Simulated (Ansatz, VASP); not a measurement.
# Cross-check of HfC between VASP and Ansatz, part 2 of 2

Aim: how closely do two programs agree when they are given the same cell, functional and k mesh? The cell is taken from a series of runs on this material, whose earlier steps may have relaxed, scaled, displaced or heated it; both programs get it as it stands.

VASP 6.6.1 and Ansatz 0.2.0.

So far: Starting point; Ansatz: zone-centre phonons, PBEsol.

**3. VASP: zone-centre phonons, PBEsol**

Level of this step: PBEsol; plane waves and PAW (C, Hf_pv) (VASP).

The same cell, functional, mesh and smearing now go to VASP, with its own data sets.

Lines of VASP's logs that name or quote its potential files are left out, and so is its time.

File INCAR:

```
SYSTEM = HfC
PREC = Accurate
ENCUT = 600
EDIFF = 1E-08
NELM = 120
ISMEAR = 1
SIGMA = 0.2
LREAL = .FALSE.
ALGO = Normal
GGA = PS
NBANDS = 13
LASPH = .TRUE.
LORBIT = 11
LWAVE = .FALSE.
LCHARG = .FALSE.
ISIF = 2
IBRION = 8
GGA_COMPAT = .FALSE.
KPAR = 2
```

File POSCAR:

```
HfC
1.0
   -0.0600156388      2.2714525065      2.3157805584
    2.2714525065     -0.0600156388      2.3157805584
    2.2114368677      2.2114368677      0.0000000000
C Hf
1 1
Direct
    0.0000000000      0.0000000000      0.0000000000
    0.5000000000      0.5000000000      0.5000000000
```

File KPOINTS:

```
Automatic mesh
0
Gamma
16 16 16
0 0 0
```

The projector-augmented-wave data sets are C and Hf_pv (PBE family, release 64).

Run with:

```sh
mpirun -np 2 vasp_std
```

Numbers of over 12 decimals in the logs are rounded to 6 here.

The log of the run:

```text
[banner, memory and clock lines left out]
running    2 mpi-ranks, on    1 nodes
 distrk:  each k-point on    1 cores,    2 groups
 distr:  one band on    1 cores,    1 groups

 POSCAR found type information on POSCAR C Hf
 POSCAR found :  2 types and       2 ions
|                                                                             |
|               ----> ADVICE to this user running VASP <----                  |
|                                                                             |
|     You enforced a specific xc type in the INCAR file but a different       |
|     [... a line on the potential file left out ...]
|     I HOPE YOU KNOW WHAT YOU ARE DOING!                                     |
|                                                                             |

 LDA part: xc-table for (Slater+PW92), standard interpolation
 POSCAR, INCAR and KPOINTS ok, starting setup
 FFT: planning ... GRIDC
 FFT: planning ... GRID_SOFT
 FFT: planning ... GRID
 WAVECAR not read
 entering main loop
       N       E                     dE             d eps       ncg     rms          rms(c)
DAV:   1     0.242744447373E+02    0.24274E+02   -0.86477E+03 16146   0.119E+03
DAV:   2    -0.233169768243E+02   -0.47591E+02   -0.44758E+02 20522   0.221E+02
DAV:   3    -0.249869268509E+02   -0.16700E+01   -0.16616E+01 20169   0.295E+01
DAV:   4    -0.249955273701E+02   -0.86005E-02   -0.85996E-02 18084   0.253E+00
DAV:   5    -0.249955842801E+02   -0.56910E-04   -0.56908E-04 20212   0.190E-01    0.634E+01
DAV:   6    -0.222030990196E+02    0.27925E+01   -0.11941E+01 18721   0.186E+01    0.445E+01
DAV:   7    -0.221553299183E+02    0.47769E-01   -0.53037E-01 18511   0.524E+00    0.237E+01
DAV:   8    -0.221446313871E+02    0.10699E-01   -0.44860E-02 19896   0.174E+00    0.448E+00
DAV:   9    -0.221405988769E+02    0.40325E-02   -0.19627E-02 19281   0.768E-01    0.185E+00
DAV:  10    -0.221401924545E+02    0.40642E-03   -0.15858E-03 19483   0.294E-01    0.728E-02
DAV:  11    -0.221401897627E+02    0.26917E-05   -0.73727E-05 19171   0.802E-02    0.209E-02
DAV:  12    -0.221401892313E+02    0.53140E-06   -0.25451E-06 20052   0.134E-02    0.925E-03
DAV:  13    -0.221401890961E+02    0.13523E-06   -0.24000E-07 19849   0.342E-03    0.136E-03
DAV:  14    -0.221401890750E+02    0.21133E-07   -0.15214E-08 15166   0.105E-03    0.663E-04
DAV:  15    -0.221401890836E+02   -0.86802E-08   -0.21575E-09  9343   0.427E-04
   1 F= -.22140189E+02 E0= -.22140229E+02  d E =0.120087E-03
 Linear response reoptimize wavefunctions to high precision
DAV:   1    -0.221401890863E+02   -0.26523E-08   -0.34157E-10 10778   0.163E-04
DAV:   2    -0.221401890863E+02   -0.77307E-11   -0.33149E-11  8603   0.487E-05
 Linear response DOF=           4
 Linear response progress:
  Degree of freedom:   1/  4
       N       E                     dE             d eps       ncg     rms          rms(c)
RMM:   1    -0.124389941180E+00   -0.12439E+00    0.22127E-02 63588   0.193E+00
RMM:   2    -0.119449980933E+00    0.49400E-02   -0.37338E-03 45826   0.367E-01    0.480E-01
RMM:   3    -0.119818312988E+00   -0.36833E-03   -0.71719E-04 42301   0.153E-01    0.253E-01
RMM:   4    -0.120792056577E+00   -0.97374E-03   -0.41609E-04 43160   0.115E-01    0.416E-02
RMM:   5    -0.120791935291E+00    0.12129E-06   -0.11300E-05 47743   0.248E-02    0.121E-02
RMM:   6    -0.120791612449E+00    0.32284E-06   -0.39557E-07 50928   0.425E-03    0.464E-03
RMM:   7    -0.120779795320E+00    0.11817E-04   -0.10111E-07 49187   0.222E-03    0.267E-03
RMM:   8    -0.120783097985E+00   -0.33027E-05   -0.10721E-08 51959   0.686E-04    0.401E-04
RMM:   9    -0.120782406595E+00    0.69139E-06   -0.18007E-10 53785   0.130E-04    0.172E-04
RMM:  10    -0.120782407366E+00   -0.77149E-09   -0.15292E-10 55806   0.294E-05    0.412E-05
 first order change of Fermi-energy   0.11992E-02
 force on displaced ion       1 direction 1 :  -9.912   1.151   0.000
 Linear response progress:
  Degree of freedom:   2/  4
       N       E                     dE             d eps       ncg     rms          rms(c)
RMM:   1    -0.121533502364E+00   -0.12153E+00    0.37061E-02 35831   0.187E+00
RMM:   2    -0.118635479450E+00    0.28980E-02   -0.30045E-03 25907   0.339E-01    0.386E-01
RMM:   3    -0.118997544671E+00   -0.36207E-03   -0.60555E-04 23512   0.143E-01    0.201E-01
RMM:   4    -0.119925029656E+00   -0.92748E-03   -0.39033E-04 24133   0.111E-01    0.360E-02
RMM:   5    -0.119929277598E+00   -0.42479E-05   -0.10242E-05 26945   0.234E-02    0.110E-02
RMM:   6    -0.119927995479E+00    0.12821E-05   -0.38091E-07 28350   0.417E-03    0.431E-03
RMM:   7    -0.119917991897E+00    0.10004E-04   -0.79960E-08 27474   0.195E-03    0.259E-03
RMM:   8    -0.119920265845E+00   -0.22739E-05   -0.81626E-09 29106   0.635E-04    0.406E-04
RMM:   9    -0.119920023052E+00    0.24279E-06    0.32564E-09 29951   0.108E-04    0.164E-04
RMM:  10    -0.119920023471E+00   -0.41907E-09    0.25485E-09 30950   0.243E-05    0.461E-05
 first order change of Fermi-energy   0.10822E-02
 force on displaced ion       1 direction 3 :  -0.000  -0.000  -7.655
 Linear response progress:
  Degree of freedom:   3/  4
       N       E                     dE             d eps       ncg     rms          rms(c)
RMM:   1    -0.214008191012E+00   -0.21401E+00    0.38301E+00 31480   0.121E+01
RMM:   2    -0.209417421208E+00    0.45908E-02   -0.31343E-02 44094   0.129E+00    0.564E-01
RMM:   3    -0.208656976163E+00    0.76045E-03   -0.96185E-04 55612   0.158E-01    0.245E-01
RMM:   4    -0.208119308968E+00    0.53767E-03   -0.84878E-05 59558   0.580E-02    0.143E-01
RMM:   5    -0.207679403311E+00    0.43991E-03   -0.30698E-05 59468   0.403E-02    0.143E-02
RMM:   6    -0.207674848121E+00    0.45552E-05   -0.27432E-06 60044   0.109E-02    0.734E-03
RMM:   7    -0.207681642292E+00   -0.67942E-05   -0.11307E-06 64701   0.244E-03    0.710E-03
RMM:   8    -0.207681687428E+00   -0.45136E-07   -0.26256E-06 63218   0.594E-04    0.233E-03
RMM:   9    -0.207682218539E+00   -0.53111E-06   -0.20277E-06 66777   0.284E-04    0.500E-05
RMM:  10    -0.207682536929E+00   -0.31839E-06   -0.13449E-06 64143   0.902E-05    0.182E-05
RMM:  11    -0.207682608893E+00   -0.71964E-07   -0.58177E-07 68915   0.343E-05    0.251E-05
RMM:  12    -0.207682616394E+00   -0.75006E-08   -0.29171E-07 62882   0.146E-05    0.270E-05
RMM:  13    -0.207682618254E+00   -0.18600E-08   -0.14133E-07 57912   0.745E-06    0.206E-05
RMM:  14    -0.207682621322E+00   -0.30685E-08   -0.77935E-08 46054   0.426E-06    0.956E-06
 first order change of Fermi-energy  -0.11214E-02
 force on displaced ion       2 direction 1 :  -9.912   1.152   0.000
 Linear response progress:
  Degree of freedom:   4/  4
       N       E                     dE             d eps       ncg     rms          rms(c)
RMM:   1    -0.215217456563E+00   -0.21522E+00    0.36602E+00 18206   0.118E+01
RMM:   2    -0.211661705408E+00    0.35558E-02   -0.30340E-02 25000   0.126E+00    0.485E-01
RMM:   3    -0.210986629260E+00    0.67508E-03   -0.89494E-04 30889   0.148E-01    0.195E-01
RMM:   4    -0.210512548606E+00    0.47408E-03   -0.71744E-05 33359   0.508E-02    0.123E-01
RMM:   5    -0.210077036928E+00    0.43551E-03   -0.26578E-05 32978   0.378E-02    0.121E-02
RMM:   6    -0.210067942938E+00    0.90940E-05   -0.48243E-06 34031   0.958E-03    0.517E-03
RMM:   7    -0.210077585678E+00   -0.96427E-05   -0.71384E-06 35475   0.221E-03    0.539E-03
RMM:   8    -0.210077888068E+00   -0.30239E-06   -0.58505E-06 34916   0.526E-04    0.155E-03
RMM:   9    -0.210078231691E+00   -0.34362E-06   -0.35299E-06 36791   0.241E-04    0.609E-05
RMM:  10    -0.210078528004E+00   -0.29631E-06   -0.20196E-06 35688   0.806E-05    0.101E-05
RMM:  11    -0.210078585142E+00   -0.57139E-07   -0.90046E-07 38729   0.281E-05    0.365E-05
RMM:  12    -0.210078595964E+00   -0.10821E-07   -0.45603E-07 33630   0.107E-05    0.138E-05
RMM:  13    -0.210078599699E+00   -0.37353E-08   -0.22283E-07 30693   0.552E-06    0.106E-05
RMM:  14    -0.210078600832E+00   -0.11333E-08   -0.12106E-07 24154   0.320E-06    0.750E-06
RMM:  15    -0.210078603452E+00   -0.26197E-08   -0.59792E-08 22547   0.222E-06    0.283E-06
 first order change of Fermi-energy  -0.83666E-03
 force on displaced ion       2 direction 3 :  -0.000  -0.000  -7.657
 Linear response finished
```

OUTCAR, selected parts (step 3):

```text
ion  position               nearest neighbor table
   1  0.000  0.000  0.000-   2 2.27   2 2.27   2 2.27   2 2.27   2 2.32   2 2.32
   2  0.500  0.500  0.500-   1 2.27   1 2.27   1 2.27   1 2.27   1 2.32   1 2.32

  LATTYP: Found a body centered orthorhombic cell.
 ALAT       =     3.1274440106
 B/A-ratio  =     1.0542775059
 C/A-ratio  =     1.4809413377

 Subroutine GETGRP returns: Found  8 space group operations
 (whereof  8 operations were pure point group operations)

The static configuration has the point symmetry D_2h.

 Found    621 irreducible k-points:

   k-points           NKPTS =    621   k-points in BZ     NKDIM =    621   number of bands    NBANDS=     13

   dimension x,y,z NGX =    28 NGY =   28 NGZ =   28
   dimension x,y,z NGXF=    56 NGYF=   56 NGZF=   56

   ENCUT  =  600.0 eV  44.10 Ry    6.64 a.u.   6.48  6.48  6.25*2*pi/ulx,y,z

   NELECT =      14.0000    total number of electrons

 k-points in reciprocal lattice and weights: Automatic mesh
   0.00000000  0.00000000  0.00000000       0.000
   0.06250000 -0.00000000  0.00000000       0.001
   0.12500000 -0.00000000  0.00000000       0.001
   0.18750000  0.00000000  0.00000000       0.001
   0.25000000 -0.00000000  0.00000000       0.001
   0.31250000 -0.00000000  0.00000000       0.001
   0.37500000  0.00000000  0.00000000       0.001
   0.43750000 -0.00000000  0.00000000       0.001
   0.50000000 -0.00000000  0.00000000       0.000
[...]
0.25000000  0.25000000  0.50000000       0.000
  -0.25000000  0.25000000  0.50000000       0.000

 average (electrostatic) potential at core
       1 -47.4448       2 -34.5921

  Total        1.3721443      1.3721443     -0.0581306      1.4053382      0.0000000      0.0000000
  in kB       92.0616902     92.0616902     -3.9001768     94.2887777      0.0000000      0.0000000
  external PRESSURE =      60.0744012 kB  Pullay stress =       0.0000000 kB

  energy-cutoff  :      600.00
  volume of cell :       23.88
      direct lattice vectors                 reciprocal lattice vectors
    -0.060015639  2.271452507  2.315780558    -0.214457144  0.214457144  0.215909922
     2.271452507 -0.060015639  2.315780558     0.214457144 -0.214457144  0.215909922
     2.211436868  2.211436868  0.000000000     0.226097343  0.226097343 -0.215909922

 POSITION                                       TOTAL-FORCE (eV/Angst)
 -----------------------------------------------------------------------------------
      0.00000      0.00000      0.00000         0.000000     -0.000000     -0.000000
      2.21144      2.21144      2.31578        -0.000000      0.000000      0.000000
 -----------------------------------------------------------------------------------
    total drift:                                0.000000      0.000000      0.000000

 Eigenvectors and eigenvalues of the dynamical matrix
 ----------------------------------------------------

   1 f  =   15.500463 THz    97.392282 2PiTHz  517.039793 cm-1    64.104735 meV
             X         Y         Z           dx          dy          dz
      0.000000  0.000000  0.000000    -0.684451    0.684451    0.000000
      2.211437  2.211437  2.315781     0.177558   -0.177558   -0.000000

   2 f  =   13.794054 THz    86.670600 2PiTHz  460.120130 cm-1    57.047600 meV
             X         Y         Z           dx          dy          dz
      0.000000  0.000000  0.000000    -0.684458   -0.684458    0.000000
      2.211437  2.211437  2.315781     0.177530    0.177530   -0.000000

   3 f  =   12.893579 THz    81.012748 2PiTHz  430.083510 cm-1    53.323535 meV
             X         Y         Z           dx          dy          dz
      0.000000  0.000000  0.000000     0.000000    0.000000    0.967955
      2.211437  2.211437  2.315781    -0.000000    0.000000   -0.251126

   4 f/i=    0.000131 THz     0.000823 2PiTHz    0.004371 cm-1     0.000542 meV
             X         Y         Z           dx          dy          dz
      0.000000  0.000000  0.000000    -0.177558    0.177558    0.000000
      2.211437  2.211437  2.315781    -0.684451    0.684451    0.000000

   5 f/i=    0.000385 THz     0.002418 2PiTHz    0.012838 cm-1     0.001592 meV
             X         Y         Z           dx          dy          dz
      0.000000  0.000000  0.000000    -0.000000   -0.000000   -0.251126
      2.211437  2.211437  2.315781    -0.000000   -0.000000   -0.967955

   6 f/i=    0.000442 THz     0.002778 2PiTHz    0.014747 cm-1     0.001828 meV
             X         Y         Z           dx          dy          dz
      0.000000  0.000000  0.000000    -0.177530   -0.177530    0.000000
      2.211437  2.211437  2.315781    -0.684458   -0.684458    0.000000

 ELASTIC MODULI CONTR FROM IONIC RELAXATION (kBar)
 Direction    XX          YY          ZZ          XY          YZ          ZX
 --------------------------------------------------------------------------------
 XX           0.0000      0.0000      0.0000      0.0000      0.0000      0.0000
 YY           0.0000      0.0000      0.0000      0.0000      0.0000      0.0000
 ZZ           0.0000      0.0000      0.0000      0.0000      0.0000      0.0000
 XY           0.0000      0.0000      0.0000      0.0000      0.0000      0.0000
 YZ           0.0000      0.0000      0.0000      0.0000      0.0000      0.0000
 ZX           0.0000      0.0000      0.0000      0.0000      0.0000      0.0000
 --------------------------------------------------------------------------------
```

**4. Comparison**

Known differences besides the potentials themselves: the data sets hold 30 valence electrons in Ansatz (on its PAW soft_1 files) and 14 in VASP; the cutoff is 420 eV in Ansatz and 600 eV in VASP; Ansatz makes its cores anew for this functional, VASP keeps those of its PBE data sets. Total energies have different zeros and are not compared.

Both answers:

```csv
quantity,Ansatz,VASP,difference
optical mode 1 (cm⁻¹),432.8,430.1,+0.63 %
optical mode 2 (cm⁻¹),462.6,460.1,+0.54 %
optical mode 3 (cm⁻¹),517.5,517.0,+0.09 %
```

Modes are paired by rising frequency, not by their patterns, so a pair may set unlike modes beside each other; they are those without the splitting of longitudinal modes.

**5. What came out**

| Quantity | Value |
| --- | --- |
| r.m.s. difference of the optical zone-centre modes, each program's sorted by frequency (zone-centre phonons, PBEsol) | 2.1 cm⁻¹ |
| difference in optical mode 1 (zone-centre phonons, PBEsol) | +0.6 % |

**Reading.** The r.m.s. difference of the optical zone-centre modes, each program's sorted by frequency is 2.1 cm⁻¹ (zone-centre phonons, PBEsol). The data sets hold unlike numbers of valence electrons (30 in Ansatz and 14 in VASP), so part of the differences comes from the potentials. Among the rows given in per cent, the largest difference of the zone-centre phonons, PBEsol pair is in optical mode 1, +0.6 %. How closely two codes agree says nothing of how well the functional describes the real material.

[Lines on the potential files, build, host, timing and source positions are cut from VASP's logs without a mark.]

[Logs are printed without paths, hosts, clocks, repeated set-up lines and the standing remarks that a program may print on its own settings, such as how far it seeks lower states.]

[Hosts, paths, dates, database ids (printed as entryN), source tags and the programs' standing remarks are cut or masked in the printed files.]
